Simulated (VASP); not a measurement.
Calculation: PBE GGA with D3 dispersion (zero damping), VASP's PBE PAW potentials (set 64) (plane waves; VASP 6.6.1).

VASP input:

INCAR:
```
LMAXMIX  =  4
ENCUT  =  520   # plane-wave cut-off (eV)
LWAVE  =  .FALSE.
IVDW  =  11
NELM  =  100
LORBIT  =  11   # lm-projected
LASPH  =  .TRUE.   # aspherical one-centre terms
PREC  =  Accurate
LCHARG  =  .TRUE.
EDIFF  =  1E-7   # SCF stop (eV)
ALGO  =  Normal   # blocked Davidson
LREAL  =  .FALSE.   # projection in real space or not
NEDOS  =  601   # DOS grid
GGA  =  PE   # PBE
SYSTEM  =  Ga
LEFG  =  .TRUE.
ISIF  =  2
ISMEAR  =  -5
```

### KPOINTS
```
kpoints
0
gamma
  9 9 8
```

### POSCAR
```
Ga
1
    2.2361022995    -3.8537831828    -0.0000000000
    2.2361022995     3.8537831828     0.0000000000
    0.0000000000     0.0000000000     4.5903679570
Ga
4
Direct
  0.1559271758   0.8440728242   0.9181511045
  0.3440728242   0.6559271758   0.4181511045
  0.6559271758   0.3440728242   0.5818488955
  0.8440728242   0.1559271758   0.0818488955
```

POTCAR, in this order: Ga_d (PBE.64 set). Program: vasp_std.

The run wrote:

OSZICAR:
```
       N       E                     dE             d eps       ncg     rms          rms(c)
DAV:   1     0.351877290414E+03    0.35188E+03   -0.26438E+04  7843   0.317E+03
DAV:   2     0.284800268363E+02   -0.32340E+03   -0.31863E+03  8002   0.562E+02
DAV:   3    -0.105761963321E+02   -0.39056E+02   -0.38769E+02  8800   0.152E+02
DAV:   4    -0.116765128773E+02   -0.11003E+01   -0.10987E+01  8747   0.297E+01
DAV:   5    -0.117004755079E+02   -0.23963E-01   -0.24190E-01  9339   0.442E+00    0.248E+00
DAV:   6    -0.116245466687E+02    0.75929E-01   -0.20952E-01  9370   0.649E+00    0.137E+00
DAV:   7    -0.116105205322E+02    0.14026E-01   -0.60240E-02 10622   0.280E+00    0.310E-01
DAV:   8    -0.116095413353E+02    0.97920E-03   -0.14018E-02  8527   0.140E+00    0.469E-02
DAV:   9    -0.116096841111E+02   -0.14278E-03   -0.10004E-03  8848   0.353E-01    0.255E-02
DAV:  10    -0.116096801639E+02    0.39472E-05   -0.22491E-04  8979   0.171E-01    0.543E-03
DAV:  11    -0.116096782055E+02    0.19583E-05   -0.36375E-05  8942   0.756E-02    0.389E-03
DAV:  12    -0.116096741655E+02    0.40400E-05   -0.69154E-06  9192   0.287E-02    0.448E-04
DAV:  13    -0.116096744983E+02   -0.33279E-06   -0.79276E-07  9850   0.724E-03    0.463E-04
DAV:  14    -0.116096736098E+02    0.88855E-06   -0.45498E-08  5044   0.179E-03    0.134E-04
DAV:  15    -0.116096737394E+02   -0.12961E-06   -0.88748E-09  4582   0.860E-04    0.533E-05
DAV:  16    -0.116096737595E+02   -0.20114E-07   -0.47631E-09  4393   0.712E-04
   1 F= -.12335304E+02 E0= -.12335304E+02  d E =0.000000E+00
```

**OUTCAR**
```
------------------------ aborting loop because EDIFF is reached ----------------------------------------
 Edisp (eV)   -0.72563
  FORCE on cell =-STRESS in cart. coord.  units (eV):
  Direction    XX          YY          ZZ          XY          YZ          ZX
  --------------------------------------------------------------------------------------
  Total       0.03764     0.10037     0.00115     0.00000    -0.00000     0.00000
  in kB       0.76225     2.03264     0.02328     0.00000    -0.00000     0.00000
  external pressure =        0.94 kB  Pullay stress =        0.00 kB
  volume of cell :       79.11
      direct lattice vectors                 reciprocal lattice vectors
     2.236102300 -3.853783183  0.000000000     0.223603366 -0.129742639  0.000000000
     2.236102300  3.853783183  0.000000000     0.223603366  0.129742639  0.000000000
     0.000000000  0.000000000  4.590367957     0.000000000  0.000000000  0.217847460
 POSITION                                       TOTAL-FORCE (eV/Angst)
 -----------------------------------------------------------------------------------
      2.23610      2.65196      4.21465         0.000000      0.020072     -0.003033
      2.23610      1.20182      1.91947         0.000000     -0.020072     -0.003033
      2.23610     -1.20182      2.67090         0.000000      0.020072      0.003033
      2.23610     -2.65196      0.37572         0.000000     -0.020072      0.003033
 -----------------------------------------------------------------------------------
    total drift:                                0.000000     -0.000000      0.000000
  FREE ENERGIE OF THE ION-ELECTRON SYSTEM (eV)
  ---------------------------------------------------
  free  energy   TOTEN  =       -12.3353042674 eV

  energy  without entropy=      -12.3353042674  energy(sigma->0) =      -12.33530427

 total charge

# of ion       s       p       d       tot
------------------------------------------
    1        0.955   0.703   9.956  11.614
    2        0.955   0.703   9.956  11.614
    3        0.955   0.703   9.956  11.614
    4        0.955   0.703   9.956  11.614
--------------------------------------------------
tot          3.819   2.814  39.824  46.456

 Electric field gradients after diagonalization (V/A^2)
 (convention: |V_zz| > |V_xx| > |V_yy|)
----------------------------------------------------------------------
 ion       V_xx      V_yy      V_zz     asymmetry (V_yy - V_xx)/ V_zz
----------------------------------------------------------------------
   1      18.748    17.886   -36.634       0.024
   2      18.748    17.886   -36.634       0.024
   3      18.748    17.886   -36.634       0.024
   4      18.748    17.886   -36.634       0.024
```
(Selected blocks of OUTCAR.)

For a metal the tetrahedron method with Blöchl corrections gives inexact stress and forces.

The compound is Ga in the alpha structure. It was relaxed first.
